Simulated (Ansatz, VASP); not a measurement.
# Cross-check of CaZr between VASP and Ansatz, part 2 of 2

Aim: how closely do two programs agree when they are given the same cell, functional and k mesh? The cell is invented: As first built, before any earlier steps moved the atoms (in the runner's words): it takes the CaPb structure with some of its atoms replaced by other elements, volume scaled by an estimate. It may not be a known or stable phase. The cell is taken from a series of VASP runs on this material, whose earlier steps may have relaxed, scaled or displaced it; both programs get it as it stands.

VASP 6.6.1 and Ansatz 0.2.0.

So far. Step 2 (VASP: band structure, BLYP): The run ends at a pressure of -0.02 GPa.

### 5. Ansatz: single point, BLYP, volume scaled by 0.98

Level of this step: Ansatz beside VASP: Kohn-Sham DFT, plane waves, BLYP (Ansatz).

With cell and atoms fixed, the geometry can't cause a difference; cores, projectors, grids and the points listed under the comparison can. The cell compared in this pair holds 56.69 Å³, against 57.84 Å³ for the pair before.

The cell is a member of a volume series, scaled by 0.98 from a relaxed one, so a pressure remains.

input.yaml

```yaml
crystal:
  lattice:
    - [3.2739402528, 0.0, 0.0]
    - [0.0, 3.2739402528, 0.0]
    - [0.0, 0.0, 5.2886699732]
  atoms:
    - { symbol: Zr, position: [0.0, 0.0, 0.5] }
    - { symbol: Ca, position: [0.5, 0.5, 0.0] }
hamiltonian:
  xc: blyp
  pseudopotentials: { kind: paw }
kpoints:
  mp_grid: { grid: [6, 6, 4] }
scf:
  occupations: { method: methfessel_paxton, width: 0.2 }
  n_extra_bands: 4
output:
  forces: true
  stress: true
  eigenvalues: true
  write_density: true
  write_potential: true
  elf: true
  volumetric_format: npy
```

The run is started by

```bash
$ ansatz run input.yaml --threads 2 --pin off --max-ram 4608MiB --backend cpu --events-out ev --progress --plain --runs-dir out
```

Numbers of over 12 decimals in the logs are rounded to 6 here.

The log of the run:

```text
[...]
Crystal: 2 atoms, lattice volume = 56.688 Å³
Basis set: ecut = 420 eV, 1137 PW (Γ), exchange–correlation on 48×48×72 points (8 copies of the dense FFT grid, shifted against one another)
Bands: 15, of which v1, the nominal top of the filled ones, is band 11 counted from 1 (10 counted from 0)
Symmetry: 16 space group operations
[...]
k-points: 30 of 144
[...]
--- Band table (eV; the first three rows and the last of 30) ---
  k-point 0: bands = [... 7 lower, -11.9201, 5.2742, 8.1834, 8.9725, 11.2590, 11.8766, 11.9569, 11.9569]
  k-point 1: bands = [... 7 lower, -11.9207, 5.6922, 7.9694, 9.0568, 10.6256, 11.6689, 12.1294, 12.1294]
  k-point 2: bands = [... 7 lower, -11.9213, 6.5039, 7.2339, 9.1522, 10.3173, 11.4576, 12.2563, 12.3595]
  k-point 29: bands = [... 7 lower, -11.9365, 8.4946, 9.7480, 9.7480, 9.8373, 11.3199, 11.3199, 11.5999]
[key lines of the parts left out:]
SCF converged after 7 iterations
Free energy (F): -6018.366543 eV
Fermi energy:    9.896837 eV
P = ⅓ Tr σ = 0.8753 GPa (8.753 kbar)
```

The job ended after 1.6 s (2 threads of Arm Neoverse V2, shared host; peak memory 0.32 GiB).

The run ends at a pressure of 0.88 GPa.

### 6. VASP: single point, BLYP, volume scaled by 0.98

The same cell, functional (in two slightly different forms), mesh and smearing now go to VASP, with its own data sets and cutoff.

INCAR

```
SYSTEM = CaZr
PREC = Accurate
ENCUT = 400
EDIFF = 1E-06
NELM = 100
ISMEAR = 1
SIGMA = 0.2
LREAL = .FALSE.
ALGO = Normal
GGA = B5
ALDAX = 1
AGGAX = 1
AGGAC = 1
ALDAC = 0
LORBIT = 11
LWAVE = .FALSE.
LCHARG = .FALSE.
ISIF = 2
```

POSCAR

```
CaZr
1.0
    3.2739402528      0.0000000000      0.0000000000
    0.0000000000      3.2739402528      0.0000000000
    0.0000000000      0.0000000000      5.2886699732
Zr Ca
1 1
Direct
    0.0000000000      0.0000000000      0.5000000000
    0.5000000000      0.5000000000      0.0000000000
```

KPOINTS

```
Automatic mesh
0
Gamma
6 6 4
0 0 0
```

PAW data sets: Zr_sv and Ca_sv (PBE family, release 64).

The run is started by

```bash
$ mpirun -np 1 vasp_std
```

The log of the run:

```text
[banner, memory and clock lines left out]
running    1 mpi-ranks, on    1 nodes
[...]
[... a notice as in an earlier step ...]

 LDA part: xc-table for (Slater(with rela. corr.)+VWN5), standard interpolation
 POSCAR, INCAR and KPOINTS ok, starting setup
[...]
entering main loop
       N       E                     dE             d eps       ncg     rms          rms(c)
DAV:   1     0.177146062692E+03    0.17715E+03   -0.10488E+04   900   0.117E+03
DAV:   2     0.304798040354E+01   -0.17410E+03   -0.17259E+03  1047   0.361E+02
DAV:   3    -0.837114216740E+01   -0.11419E+02   -0.11292E+02  1765   0.680E+01
DAV:   4    -0.864506977704E+01   -0.27393E+00   -0.27364E+00  1054   0.114E+01
[...]
DAV:  12    -0.782116253551E+01   -0.72815E-05   -0.85376E-05  1132   0.677E-02    0.992E-03
DAV:  13    -0.782116199408E+01    0.54142E-06   -0.14185E-05   994   0.191E-02    0.329E-03
DAV:  14    -0.782116207149E+01   -0.77406E-07   -0.14844E-06   828   0.866E-03
   1 F= -.78211621E+01 E0= -.78239104E+01  d E =0.824511E-02
```

OUTCAR, selected parts (step 6):

```text
  Total        0.2822386      0.2822386      0.3387325      0.0000000      0.0000000      0.0000000
  in kB        7.9769882      7.9769882      9.5736920      0.0000000      0.0000000      0.0000000
  external PRESSURE =       8.5092228 kB  Pullay stress =       0.0000000 kB

 POSITION                                       TOTAL-FORCE (eV/Angst)
 -----------------------------------------------------------------------------------
      0.00000      0.00000      2.64433         0.000000      0.000000      0.000000
      1.63697      1.63697      0.00000         0.000000      0.000000      0.000000
 -----------------------------------------------------------------------------------
    total drift:                                0.000000     -0.000000     -0.000000

  FREE ENERGIE OF THE ION-ELECTRON SYSTEM (eV)
  ---------------------------------------------------
  free  energy   TOTEN  =        -7.8211620715 eV

  energy  without entropy=       -7.8294071790  energy(sigma->0) =       -7.82391044

[... 1 part as in an earlier step ...]

[... 2 further parts left out ...]
[key lines of the parts left out:]
E-fermi :   5.6199
```

The run ends at a pressure of 0.85 GPa.

### 7. Side by side

Both answers:

```tsv
quantity	Ansatz	VASP	difference
pressure (GPa)	0.88	0.85	+0.02
```

Ansatz's pressure holds a Pulay correction of 0.01 GPa; VASP's holds none.

### 8. Ansatz: single point, BLYP, volume scaled by 1.06

With cell and atoms fixed, the geometry can't cause a difference; cores, projectors, grids and the points listed under the comparison can. The cell compared in this pair holds 61.32 Å³, against 56.69 Å³ for the pair before.

The cell is a member of a volume series, scaled by 1.06 from a relaxed one, so a pressure remains.

input.yaml, the sections that differ from step 5:

```yaml
crystal:
  lattice:
    - [3.3607072233, 0.0, 0.0]
    - [0.0, 3.3607072233, 0.0]
    - [0.0, 0.0, 5.4288319297]
  atoms:
    - { symbol: Zr, position: [0.0, 0.0, 0.5] }
    - { symbol: Ca, position: [0.5, 0.5, 0.0] }
output:
  forces: true
  stress: true
  eigenvalues: true
# hamiltonian, kpoints, scf: as in step 5
```

The run is started by

```bash
$ ansatz run input.yaml --threads 2 --pin off --max-ram 4608MiB --backend cpu --events-out ev --progress --plain --runs-dir out
```

The log of the run:

```text
[...]
Crystal: 2 atoms, lattice volume = 61.315 Å³
Basis set: ecut = 420 eV, 1195 PW (Γ), exchange–correlation on 48×48×80 points (8 copies of the dense FFT grid, shifted against one another)
Bands: 15, of which v1, the nominal top of the filled ones, is band 11 counted from 1 (10 counted from 0)
Symmetry: 16 space group operations
[...]
k-points: 30 of 144
[...]
--- Band table (eV; the first three rows and the last of 30) ---
  k-point 0: bands = [... 7 lower, -13.0049, 4.5185, 7.4380, 8.2058, 10.1564, 10.9330, 10.9330, 10.9478]
  k-point 1: bands = [... 7 lower, -13.0053, 4.9069, 7.1516, 8.2805, 9.6255, 10.7654, 11.0772, 11.0772]
  k-point 2: bands = [... 7 lower, -13.0056, 5.6804, 6.3535, 8.3644, 9.4092, 10.5801, 11.2629, 11.2629]
  k-point 29: bands = [... 7 lower, -12.9989, 7.7869, 8.8770, 8.8770, 9.0593, 10.3877, 10.3877, 10.5569]
[key lines of the parts left out:]
SCF converged after 7 iterations
Free energy (F): -6018.345458 eV
Fermi energy:    9.030047 eV
P = ⅓ Tr σ = -2.1493 GPa (-21.493 kbar)
```

The job ended after 1.2 s (2 threads; peak memory 0.32 GiB; 1.9 s of CPU time).

The run ends at a pressure of -2.15 GPa.

### 9. VASP: single point, BLYP, volume scaled by 1.06

The same cell, functional (in two slightly different forms), mesh and smearing now go to VASP, with its own data sets and cutoff.

INCAR is that of step 6.

POSCAR

```
CaZr
1.0
    3.3607072233      0.0000000000      0.0000000000
    0.0000000000      3.3607072233      0.0000000000
    0.0000000000      0.0000000000      5.4288319297
Zr Ca
1 1
Direct
    0.0000000000      0.0000000000      0.5000000000
    0.5000000000      0.5000000000      0.0000000000
```

KPOINTS is that of step 6.

The run is started by

```bash
$ mpirun -np 1 vasp_std
```

The log of the run:

```text
[... set-up lines as in an earlier step ...]
 entering main loop
       N       E                     dE             d eps       ncg     rms          rms(c)
DAV:   1     0.177825870799E+03    0.17783E+03   -0.10563E+04   900   0.116E+03
DAV:   2     0.245352116572E+01   -0.17537E+03   -0.17405E+03  1082   0.354E+02
DAV:   3    -0.843692405368E+01   -0.10890E+02   -0.10802E+02  1779   0.666E+01
DAV:   4    -0.866551933203E+01   -0.22860E+00   -0.22860E+00  1026   0.107E+01
[...]
DAV:  12    -0.780312084858E+01   -0.11500E-04   -0.10129E-04  1225   0.658E-02    0.632E-03
DAV:  13    -0.780312280987E+01   -0.19613E-05   -0.71509E-06   982   0.158E-02    0.267E-03
DAV:  14    -0.780312296979E+01   -0.15992E-06   -0.75353E-07   730   0.635E-03
   1 F= -.78031230E+01 E0= -.78051670E+01  d E =0.613216E-02
```

OUTCAR, selected parts (step 9):

```text
  Total       -0.8197980     -0.8197980     -0.8718720      0.0000000      0.0000000      0.0000000
  in kB      -21.4214905    -21.4214905    -22.7821937      0.0000000      0.0000000      0.0000000
  external PRESSURE =     -21.8750582 kB  Pullay stress =       0.0000000 kB

 POSITION                                       TOTAL-FORCE (eV/Angst)
 -----------------------------------------------------------------------------------
      0.00000      0.00000      2.71442         0.000000      0.000000      0.000000
      1.68035      1.68035      0.00000         0.000000      0.000000      0.000000
 -----------------------------------------------------------------------------------
    total drift:                                0.000000     -0.000000     -0.000000

  FREE ENERGIE OF THE ION-ELECTRON SYSTEM (eV)
  ---------------------------------------------------
  free  energy   TOTEN  =        -7.8031229698 eV

  energy  without entropy=       -7.8092551305  energy(sigma->0) =       -7.80516702

[... 1 part as in an earlier step ...]

[... 2 further parts left out ...]
[key lines of the parts left out:]
E-fermi :   5.0781
```

The run ends at a pressure of -2.19 GPa.

### 10. Side by side

The two programs side by side:

```tsv
quantity	Ansatz	VASP	difference
pressure (GPa)	-2.15	-2.19	+0.04
```

Ansatz's pressure holds a Pulay correction of 0.01 GPa; VASP's holds none.

### 11. Outcome

```yaml
r_m_s_difference_of_levels_near_the_fermi_level_band_structure_blyp: 6.4 meV
difference_in_pressure_single_point_blyp_volume_scaled_by_0p98: 0.024 GPa
difference_in_pressure_single_point_blyp_volume_scaled_by_1p06: 0.038 GPa
```

What this shows: The r.m.s. difference of levels near the Fermi level is 6.4 meV (band structure, BLYP), within the 80 meV picked in this series as the mark of a large difference. 1 further run of this series is not shown here. How closely two codes agree says nothing of how well the functional describes the real material.

[Lines on the potential files, build, host, timing and source positions are cut from VASP's logs without a mark.]

[Logs are printed without paths, hosts, clocks, repeated set-up lines and the standing remarks that a program may print on its own settings, such as how far it seeks lower states.]

[Hosts, paths, dates, database ids (printed as entryN), source tags and the programs' standing remarks are cut or masked in the printed files.]
